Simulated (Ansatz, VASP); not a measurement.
# CaY3N3O in two plane-wave programs, part 2 of 2

Aim: how closely do two programs agree when they are given the same cell, functional and k mesh? The cell is generated by rule, not measured, and may not be a known phase. Of the first pair: The cell is taken from a series of runs on this material, whose earlier steps may have relaxed, scaled, displaced or heated it; both programs get it as it stands.

VASP 6.6.1 and Ansatz 0.2.0.

So far: Starting point; VASP: relaxation of cell and atoms, PBEsol, pair 1.

## (3) Ansatz: relaxation of cell and atoms, PBEsol, pair 1

Level of this step: Ansatz beside VASP: Kohn-Sham DFT, plane waves, PBEsol (Ansatz).

Ansatz runs on its default PAW (the set named soft_2) files.

The same cell, functional and mesh now go to Ansatz, which takes its cutoff from its data sets.

Contents of input.yaml:

```yaml
crystal:
  lattice:
    - [2.4188028284, 2.4188028284, 0.0]
    - [-2.4188028284, 2.4188028284, 0.0]
    - [0.0, 0.0, 9.685601662]
  atoms:
    - { symbol: Ca, position: [0.0, 0.0, 0.0] }
    - { symbol: "N", position: [1.0, 0.0, 0.2520368508] }
    - { symbol: "N", position: [0.5, 0.5, 0.5] }
    - { symbol: "N", position: [1.0, 0.0, 0.7479631492] }
    - { symbol: O, position: [0.5, 0.5, 0.0] }
    - { symbol: "Y", position: [0.5, 0.5, 0.2498251124] }
    - { symbol: "Y", position: [0.0, 0.0, 0.5] }
    - { symbol: "Y", position: [0.5, 0.5, 0.7501748876] }
kpoints:
  mp_grid: { grid: [12, 12, 4] }
hamiltonian:
  xc: pbesol
scf:
  occupations: { method: fixed }
output:
  forces: true
  stress: true
  eigenvalues: true
relax:
  adjacent_minimum: "off"
  f_tol: 0.001
  max_steps: 60
  cell: { stress_tol: 0.01 }
```

Run with:

```console
$ ansatz run input.yaml --threads 8 --pin off --max-ram 14336MiB --backend cpu --events-out ev --progress --plain --runs-dir out
```

Numbers of over 12 decimals in the logs are rounded to 6 here.

Log:

```text
Engine: ansatz 0.2.0, x86_64-unknown-linux-gnu
Pseudopotentials: kind: paw
Pseudopotential: Ca, paw, valence charge 10, recommended cutoff 420 eV (normal), Ca.paw.azcp
Pseudopotential: N, paw, valence charge 5, recommended cutoff 420 eV (normal), N.paw.azcp
Pseudopotential: O, paw, valence charge 6, recommended cutoff 420 eV (normal), O.paw.azcp
Pseudopotential: Y, paw, valence charge 11, recommended cutoff 420 eV (normal), Y.paw.azcp
Functional definition: PBEsol
  exchange = pbesol_x
  correlation = pbesol_c
Crystal: 8 atoms, lattice volume = 113.333 Å³
Basis set: ecut = 420 eV, 2213 PW (Γ), exchange–correlation on 48×48×144 points (8 copies of the dense FFT grid, shifted against one another)
Bands: 40, of which v1, the nominal top of the filled ones, is band 32 counted from 1 (31 counted from 0)
Symmetry: 16 space group operations
Space group: P4/mmm (ITA 123), of the structure as read, at distance tolerance 4.8e-5 Å
k-points: 84 of 576
Non-local potential: Ca, projectors of the file, l = 0: 3, l = 1: 2, l = 2: 2
Non-local potential: N, projectors of the file, l = 0: 2, l = 1: 2, l = 2: 1
Non-local potential: O, projectors of the file, l = 0: 2, l = 1: 2, l = 2: 1
Non-local potential: Y, projectors of the file, l = 0: 3, l = 1: 2, l = 2: 2, l = 3: 1
PAW form: soft (Blöchl's): semilocal exchange-correlation on the pseudo side does not see the compensation charge
PAW frozen core: Ca, regenerated for the run's functional, and the local potential with it (the file was generated under x = pbe(κ = 0.804, μ = 0.219515), c = pbe(β = 0.066725))
PAW frozen core: N, regenerated for the run's functional, and the local potential with it (the file was generated under x = pbe(κ = 0.804, μ = 0.219515), c = pbe(β = 0.066725))
PAW frozen core: O, regenerated for the run's functional, and the local potential with it (the file was generated under x = pbe(κ = 0.804, μ = 0.219515), c = pbe(β = 0.066725))
PAW frozen core: Y, regenerated for the run's functional, and the local potential with it (the file was generated under x = pbe(κ = 0.804, μ = 0.219515), c = pbe(β = 0.066725))
PAW one-centre angular grid: Ca, 110 points (default); XC on 64 Gauss nodes
PAW one-centre angular grid: N, 110 points (default); XC on 64 Gauss nodes
PAW one-centre angular grid: O, 110 points (default); XC on 64 Gauss nodes
PAW one-centre angular grid: Y, 590 points (default); XC on 64 Gauss nodes
Initial density: superposition of atomic densities (neutral atoms: chi_scale 0, normalization atom), corrected by the library's trained network
Initial wavefunctions: pseudopotential atomic-orbital guess
Functional: x = pbesol(κ = 0.804, μ = 0.123457), c = pbesol(β = 0.046)
SCF iter   1: F=—  HF=-14889.699468 eV  |F-HF|=—  |Δ(HF+E_count)|=         —  Δρ=1.46e-2  dr2=3.06e-1  ethr=1.77e-3  ⟨swp⟩=5.6  Hψ=13148  notcnv=0  defer=454
preconditioner: auto → Resta (q_TF=auto, 2.480 Å⁻¹)  ε∞=3.7  [insulator: Δε(μ)=0.091 eV  Ē_g=15.941 eV  n_scr=26 (ndim 8)  ℏωp=26.1 eV  f_vac=0.000  ε∞_Penn≈3.7]
SCF iter   2: F=—  HF=-14889.643003 eV  |F-HF|=—  |Δ(HF+E_count)|=   5.65e-2  Δρ=5.47e-3  dr2=3.12e-2  ethr=4.78e-4  ⟨swp⟩=2.1  Hψ=5375  notcnv=0  defer=493
SCF iter   3: F=—  HF=-14889.636182 eV  |F-HF|=—  |Δ(HF+E_count)|=   6.82e-3  Δρ=1.29e-3  dr2=2.18e-3  ethr=4.87e-5  ⟨swp⟩=2.0  Hψ=4538  notcnv=0  defer=504
SCF iter   4: F=—  HF=-14889.635672 eV  |F-HF|=—  |Δ(HF+E_count)|=   5.10e-4  Δρ=3.36e-4  dr2=1.40e-4  ethr=3.41e-6  ⟨swp⟩=2.5  Hψ=5637  notcnv=0  defer=503
SCF iter   5: F=—  HF=-14889.635665 eV  |F-HF|=—  |Δ(HF+E_count)|=   7.45e-6  Δρ=1.76e-4  dr2=3.67e-5  ethr=2.19e-7  ⟨swp⟩=2.0  Hψ=4428  notcnv=0  defer=448
SCF iter   6: F=—  HF=-14889.635704 eV  |F-HF|=—  |Δ(HF+E_count)|=   3.97e-5  Δρ=6.74e-5  dr2=4.35e-6  ethr=5.74e-8  ⟨swp⟩=2.0  Hψ=4697  notcnv=0  defer=354
SCF iter   7: F=—  HF=-14889.635704 eV  |F-HF|=—  |Δ(HF+E_count)|=   2.15e-7  Δρ=1.67e-5  dr2=2.47e-7  ethr=6.80e-9  ⟨swp⟩=2.0  Hψ=4316  notcnv=0  defer=353
SCF iter   8: F=-14889.635704 eV  HF=-14889.635704 eV  |F-HF|=1.41e-8  |Δ(HF+E_count)|=   7.82e-8  Δρ=4.34e-6  dr2=2.22e-8  ethr=1.56e-10  ⟨swp⟩=14.4  Hψ=18365  notcnv=0
SCF 1 converged in 8 iterations: F = -14889.635704 eV  dr2 = 2.22e-8
  greatest PAW one-centre occupation: 0.996 electrons in one spin orbital (limit 2), on the Ca atom at site 0 (counted from 0), in its partial waves of l = 0
relax step   1: F+E_penalty+E_count = -14889.63570430 eV  Δ(F+E_penalty+E_count) = +0.000e0 eV  max|allowed force component| = 7.511e-4 eV/Å  Δτ_max = 0.0000 Å  P = -0.005 GPa  Ω = 113.333 Å³  (8 SCF iters, dr2 threshold 1.00e-7 eV, accepted)
Initial density: handed on by an earlier stage of this run
Initial wavefunctions: pseudopotential atomic-orbital guess (no wavefunctions were taken with the density)
iter 1 solved again at ethr=2.01e-8 eV; its pass at ethr=3.10e-3 eV (dr2=1.29e-5 eV) is discarded
SCF iter   1: F=—  HF=-14889.635657 eV  |F-HF|=—  |Δ(HF+E_count)|=         —  Δρ=4.76e-6  dr2=2.24e-8  ethr=2.01e-8  ⟨swp⟩=3.2  Hψ=22003  notcnv=0  defer=495
preconditioner: auto → Resta (q_TF=auto, 2.480 Å⁻¹)  ε∞=3.7  [insulator: Δε(μ)=0.290 eV  Ē_g=15.995 eV  n_scr=26 (ndim 8)  ℏωp=26.1 eV  f_vac=0.000  ε∞_Penn≈3.7]
SCF iter   2: F=—  HF=-14889.635704 eV  |F-HF|=—  |Δ(HF+E_count)|=   4.77e-5  Δρ=2.31e-6  dr2=5.22e-9  ethr=3.50e-11  ⟨swp⟩=2.7  Hψ=6027  notcnv=0  defer=458
SCF iter   3: F=—  HF=-14889.635704 eV  |F-HF|=—  |Δ(HF+E_count)|=  1.29e-10  Δρ=1.21e-6  dr2=1.17e-9  ethr=8.15e-12  ⟨swp⟩=2.0  Hψ=4380  notcnv=0  defer=458
SCF iter   4: F=—  HF=-14889.635704 eV  |F-HF|=—  |Δ(HF+E_count)|=  8.28e-10  Δρ=5.15e-7  dr2=2.21e-10  ethr=1.83e-12  ⟨swp⟩=2.1  Hψ=4481  notcnv=0  defer=458
SCF iter   5: F=—  HF=-14889.635704 eV  |F-HF|=—  |Δ(HF+E_count)|=    0.00e0  Δρ=3.23e-7  dr2=4.81e-11  ethr=1.00e-12  ⟨swp⟩=2.0  Hψ=4053  notcnv=0  defer=458
SCF iter   6: F=—  HF=-14889.635704 eV  |F-HF|=—  |Δ(HF+E_count)|=  1.27e-11  Δρ=2.16e-7  dr2=1.53e-11  ethr=1.00e-12  ⟨swp⟩=1.0  Hψ=3094  notcnv=0  defer=458
SCF iter   7: F=-14889.635704 eV  HF=-14889.635704 eV  |F-HF|=1.82e-12  |Δ(HF+E_count)|=  2.36e-11  Δρ=1.36e-8  dr2=1.54e-13  ethr=1.00e-12  ⟨swp⟩=14.5  Hψ=20820  notcnv=0
SCF 2 converged in 7 iterations: F = -14889.635704 eV  dr2 = 1.54e-13
relax step   2: F+E_penalty+E_count = -14889.63570432 eV  Δ(F+E_penalty+E_count) = -1.318e-8 eV  max|allowed force component| = 7.540e-4 eV/Å  Δτ_max = 0.0000 Å  P = -0.005 GPa  Ω = 113.333 Å³  stress off target by 9.17e-3 GPa  SCF on the basis re-selected at this cell (its energy is not comparable with the rows above)  (7 SCF iters)
basis re-selected at this cell: Δ(F+E_penalty+E_count) = -1.318e-8 eV, ΔP = +0.000 GPa vs the last step (what re-selecting the basis moved, of the pressure what is left beyond the Pulay correction that the steps carried, after the strain that the cell walked since its last selection, with what the two solves' SCF thresholds leave and, on support functions, any second-order correction that the steps lacked; it is no m [...]
SCF converged after 7 iterations
Free energy (F): -14889.635704 eV
Harris-Foulkes:  -14889.635704 eV  (|F-HF|=1.82e-12)
Internal energy: -14889.635704 eV  (E = F + TS)
E sigma→0 (E₀):  -14889.635704 eV
Fermi energy:    11.466455 eV
--- Per-component energies (eV) ---
  E_band       = -237.319053
  E_kinetic    = 1767.669169
  E_local      = -2670.567642  (includes V_loc(G=0)·N_el)
  E_nonlocal   = 402.595285
  E_hartree    = 840.738417
  E_xc         = -911.420626
  E_vxc        = -1098.386623  (∫ρ·V_xc dr)
  E_paw        = -9675.413780  (= ΣΔE_a)
  E_vpaw       = -320.108757  (= ΣTr[D̂ρ^β])
  E_aug_tail   = 0.002677  (compensation charges beyond the density's cutoff)
  E_ewald      = -4643.923901
  E_core_change = 0.684697  (= ΣΔE_core)
  E_smearing   = -0.000000  (= −TS)
  E_closure    = -0.000000  (closes the sum)
  Σ components = -14889.635704   (vs F -14889.635704, Δ=0.00e0)
--- Forces (eV/Å), atoms counted from 1 ---
  atom   1  Ca    -0.00000000     0.00000000     0.00000000
  atom   2  N     -0.00000000     0.00000000    -0.00075396
  atom   3  N      0.00000000    -0.00000000     0.00000000
  atom   4  N      0.00000000     0.00000000     0.00075396
  atom   5  O     -0.00000000    -0.00000000     0.00000000
  atom   6  Y     -0.00000000    -0.00000000     0.00063721
  atom   7  Y      0.00000000     0.00000000     0.00000000
  atom   8  Y      0.00000000    -0.00000000    -0.00063721
  max |Σ_I F_I| component: 1.08e-19 eV/Å
--- Stress (GPa, compression-positive) ---
       -0.009165      -0.000000      -0.000000
        0.000000      -0.009165       0.000000
       -0.000000      -0.000000       0.004346
  P = ⅓ Tr σ = -0.0047 GPa (-0.047 kbar)
--- Band table (eV; the first three rows and the last of 84) ---
  k-point 0: bands = [... 28 lower, 11.1116, 11.1442, 11.4665, 11.4665, 11.7567, 12.6921, 13.4709, 14.9065, ... 4 higher]
  k-point 1: bands = [... 28 lower, 11.1386, 11.1386, 11.4191, 11.4191, 11.8027, 12.5130, 13.7115, 15.0621, ... 4 higher]
  k-point 2: bands = [... 28 lower, 11.1801, 11.1801, 11.3597, 11.3597, 11.8654, 12.3569, 13.9508, 14.8896, ... 4 higher]
  k-point 83: bands = [... 28 lower, 10.1645, 10.4955, 10.6025, 10.6025, 12.9483, 12.9483, 13.5605, 13.5605, ... 4 higher]
--- Relaxed structure (1 steps of the walk, 1 accepted, 1 SCFs on fresh bases) ---
  F+E_penalty+E_count = -14889.63570432 eV   max|allowed force component| = 7.540e-4 eV/Å   (the final SCF, on the basis selected at the relaxed cell)
  cell:  # Å, volume = 113.3333 Å³
    - [2.4188028284, 2.4188028284, 0.0]
    - [-2.4188028284, 2.4188028284, 0.0]
    - [0.0, 0.0, 9.685601662]
  atoms:
    - { symbol: Ca, position: [0.0, 0.0, 0.0] }
    - { symbol: N, position: [1.000000, 0.0, 0.2520368508] }
    - { symbol: N, position: [0.500000, 0.500000, 0.5] }
    - { symbol: N, position: [1.000000, 0.0, 0.7479631492] }
    - { symbol: O, position: [0.500000, 0.500000, 0.0] }
    - { symbol: Y, position: [0.500000, 0.500000, 0.2498251124] }
    - { symbol: Y, position: [0.0, 0.0, 0.5] }
    - { symbol: Y, position: [0.500000, 0.500000, 0.7501748876] }
```

## (4) Side by side

Known differences besides the potentials themselves: fixed occupations in Ansatz, narrow Gaussian smearing in VASP; the cutoff is 420 eV in Ansatz and 600 eV in VASP; Ansatz makes its cores anew for this functional, VASP keeps those of its PBE data sets; Ansatz adds a Pulay correction to the stress that steers its cell, VASP none. Total energies have different zeros and are not compared.

Compared:

| quantity | Ansatz | VASP | difference |
| --- | --- | --- | --- |
| volume (Å³) | 113.33 | 113.30 | +0.03 % |
| edge a after relaxation, in the typed setting (Å) | 3.421 | 3.420 | +0.02 % |
| edge c after relaxation, in the typed setting (Å) | 9.686 | 9.687 | -0.01 % |

## (5) Ansatz: relaxation of cell and atoms, PBEsol, pair 2

The relaxed volume is the usual yardstick between codes: in a stiff, nearly cubic crystal its relative difference is about their pressure difference at one cell divided by the bulk modulus.

The two relaxations start from unlike cells of this crystal (the structure described is Ansatz's start), so only their ends are compared.

Contents of input.yaml:

```yaml
crystal:
  lattice:
    - [2.435, 2.435, 0.0]
    - [-2.435, 2.435, 0.0]
    - [0.0, 0.0, 9.74]
  atoms:
    - { symbol: Ca, position: [0.0, 0.0, 0.0] }
    - { symbol: "N", position: [1.0, 0.0, 0.25] }
    - { symbol: "N", position: [0.5, 0.5, 0.5] }
    - { symbol: "N", position: [1.0, 0.0, 0.75] }
    - { symbol: O, position: [0.5, 0.5, 0.0] }
    - { symbol: "Y", position: [0.5, 0.5, 0.25] }
    - { symbol: "Y", position: [0.0, 0.0, 0.5] }
    - { symbol: "Y", position: [0.5, 0.5, 0.75] }
kpoints:
  mp_grid: { grid: [10, 10, 4] }
hamiltonian:
  xc: pbesol
scf:
  occupations: { method: gaussian, width: 0.02 }
output:
  forces: true
  stress: true
  eigenvalues: true
relax:
  adjacent_minimum: "off"
  f_tol: 0.005
  max_steps: 80
  cell: { stress_tol: 0.05 }
```

Log:

```text
[...]
Crystal: 8 atoms, lattice volume = 115.501 Å³
Basis set: ecut = 420 eV, 2245 PW (Γ), exchange–correlation on 48×48×144 points (8 copies of the dense FFT grid, shifted against one another)
Bands: 40, of which v1, the nominal top of the filled ones, is band 32 counted from 1 (31 counted from 0)
Symmetry: 16 space group operations
[...]
k-points: 63 of 400
[...]
- [2.418803, 2.418803, 0.0]
    - [-2.418803, 2.418803, 0.0]
    - [0.0, 0.0, 9.685602]
  atoms:
    - { symbol: Ca, position: [0, 0, 0] }
    - { symbol: N, position: [1.0, 0.0, 0.252037] }
    - { symbol: N, position: [0.5, 0.5, 0.5] }
    - { symbol: N, position: [1.0, 0.0, 0.747963] }
    - { symbol: O, position: [0.5, 0.5, 0] }
    - { symbol: Y, position: [0.5, 0.5, 0.249825] }
    - { symbol: Y, position: [0, 0, 0.5] }
    - { symbol: Y, position: [0.5, 0.5, 0.750175] }
[key lines of the parts left out:]
SCF converged after 8 iterations
Free energy (F): -14889.635103 eV
Fermi energy:    11.612332 eV
P = ⅓ Tr σ = 0.0009 GPa (0.009 kbar)
```

## (6) VASP: relaxation of cell and atoms, PBEsol, pair 2

Its own start cell and the same functional, mesh and smearing now go to VASP, with its own data sets.

Contents of INCAR:

```
SYSTEM = CaY3N3O
PREC = Accurate
ENCUT = 600
EDIFF = 1E-07
NELM = 120
ISMEAR = 0
SIGMA = 0.02
LREAL = .FALSE.
ALGO = Normal
GGA = PS
NBANDS = 40
LASPH = .TRUE.
LORBIT = 11
LWAVE = .FALSE.
LCHARG = .FALSE.
ISIF = 3
IBRION = 2
NSW = 80
EDIFFG = -0.005
GGA_COMPAT = .FALSE.
NELMIN = 4
EFERMI = MIDGAP
KPAR = 2
```

Contents of POSCAR:

```
CaY3N3O
1.0
    2.4182700777      2.4182700777      0.0000000000
   -2.4182700777      2.4182700777      0.0000000000
    0.0000000000      0.0000000000      9.6849267574
Ca N O Y
1 3 1 3
Direct
    0.0000000000      0.0000000000      0.0000000000
    0.0000000000      0.0000000000      0.2523049848
    0.5000000000      0.5000000000      0.5000000000
    0.0000000000      0.0000000000      0.7476950152
    0.5000000000      0.5000000000      0.0000000000
    0.5000000000      0.5000000000      0.2499938980
    0.0000000000      0.0000000000      0.5000000000
    0.5000000000      0.5000000000      0.7500061020
```

Contents of KPOINTS:

```
Automatic mesh
0
Gamma
10 10 4
0 0 0
```

Potentials, in the order of the species: Ca_sv, N, O and Y_sv (PBE family, release 64).

Run with:

```console
$ mpirun -np 2 vasp_std
```

Log:

```text
[banner, memory and clock lines left out]
running    2 mpi-ranks, on    1 nodes
[...]
[... a notice as in an earlier step ...]

 LDA part: xc-table for (Slater+PW92), standard interpolation
 POSCAR, INCAR and KPOINTS ok, starting setup
[...]
entering main loop
       N       E                     dE             d eps       ncg     rms          rms(c)
DAV:   1     0.511918088918E+03    0.51192E+03   -0.35884E+04  5040   0.181E+03
DAV:   2    -0.356739374940E+02   -0.54759E+03   -0.52472E+03  6120   0.445E+02
DAV:   3    -0.796824621780E+02   -0.44009E+02   -0.43378E+02  7024   0.110E+02
DAV:   4    -0.824589845394E+02   -0.27765E+01   -0.27720E+01  7800   0.229E+01
[...]
DAV:  16    -0.706195052755E+02   -0.80028E-06   -0.21942E-06  6312   0.956E-03    0.299E-03
DAV:  17    -0.706195054651E+02   -0.18963E-06   -0.62751E-07  5632   0.367E-03    0.158E-03
DAV:  18    -0.706195054510E+02    0.14107E-07   -0.65730E-08  4000   0.158E-03
   1 F= -.70619505E+02 E0= -.70619505E+02  d E =-.706195E+02
[...]
N       E                     dE             d eps       ncg     rms          rms(c)
DAV:   1    -0.706195922772E+02   -0.86812E-04   -0.25882E-03  5680   0.308E-01    0.100E-01
DAV:   2    -0.706195364609E+02    0.55816E-04   -0.37176E-04  6920   0.926E-02    0.431E-02
DAV:   3    -0.706195090353E+02    0.27426E-04   -0.78374E-05  7856   0.477E-02    0.435E-02
DAV:   4    -0.706195073143E+02    0.17210E-05   -0.25591E-05  7496   0.206E-02    0.327E-02
DAV:   5    -0.706195076242E+02   -0.30996E-06   -0.29295E-06  7088   0.838E-03    0.175E-02
DAV:   6    -0.706195067029E+02    0.92130E-06   -0.37551E-06  7312   0.642E-03    0.242E-03
DAV:   7    -0.706195067851E+02   -0.82174E-07   -0.49038E-07  6120   0.266E-03
   2 F= -.70619507E+02 E0= -.70619507E+02  d E =-.133410E-05
 trial-energy change:   -0.000001  1 .order   -0.000001   -0.000018    0.000015
 step:   0.5393(harm=  0.5393)  dis= 0.00005  next Energy=   -70.619510 (dE=-0.474E-05)
 reached required accuracy - stopping structural energy minimisation
```

From OUTCAR (step 6):

```text
  Total       -0.0284529     -0.0284529     -0.0273660      0.0000000     -0.0000000      0.0000000
  in kB       -0.4022245     -0.4022245     -0.3868593      0.0000000     -0.0000000      0.0000000
  external PRESSURE =      -0.3971027 kB  Pullay stress =       0.0000000 kB

 POSITION                                       TOTAL-FORCE (eV/Angst)
 -----------------------------------------------------------------------------------
      0.00000      0.00000      9.68731         0.000000      0.000000      0.000000
      0.00000      0.00000      2.44407         0.000000      0.000000      0.000706
      0.00000      2.41862      4.84365        -0.000000     -0.000000      0.000000
      0.00000      0.00000      7.24324        -0.000000     -0.000000     -0.000706
      0.00000      2.41862      9.68731         0.000000     -0.000000      0.000000
      0.00000      2.41862      2.42184         0.000000      0.000000      0.000798
      0.00000      0.00000      4.84365         0.000000      0.000000      0.000000
      0.00000      2.41862      7.26547        -0.000000     -0.000000     -0.000798
 -----------------------------------------------------------------------------------
    total drift:                               -0.000000      0.000000     -0.000000

  FREE ENERGIE OF THE ION-ELECTRON SYSTEM (eV)
  ---------------------------------------------------
  free  energy   TOTEN  =       -70.6195067851 eV

  energy  without entropy=      -70.6195067851  energy(sigma->0) =      -70.61950679

[... 1 part as in an earlier step ...]

[... 3 further parts left out ...]
[key lines of the parts left out:]
E-fermi :   4.2527
```

## (7) Differences

Compared:

| quantity | Ansatz | VASP | difference |
| --- | --- | --- | --- |
| volume (Å³) | 113.33 | 113.34 | +0.00 % |
| edge a after relaxation, in the typed setting (Å) | 3.421 | 3.420 | +0.01 % |
| edge c after relaxation, in the typed setting (Å) | 9.686 | 9.687 | -0.02 % |

## (8) Summary of results

```yaml
difference_in_volume_relaxation_of_cell_and_atoms_pbesol_pair_1: 0.025 %
difference_in_edge_c_after_relaxation_in_the_typed_setting_relaxation_of_cell_and_atoms_pbesol_pair_2: -0.018 %
```

What this shows: The difference in volume is 0.025 % (relaxation of cell and atoms, PBEsol, pair 1), within the 1.2 % picked in this series as the mark of a large difference, as far as the stopping tolerances let one tell. How closely two codes agree says nothing of how well the functional describes the real material.

[Lines on the potential files, build, host, timing and source positions are cut from VASP's logs without a mark.]

[Logs are printed without paths, hosts, clocks, repeated set-up lines and the standing remarks that a program may print on its own settings, such as how far it seeks lower states.]

[Hosts, paths, dates, database ids (printed as entryN), source tags and the programs' standing remarks are cut or masked in the printed files.]
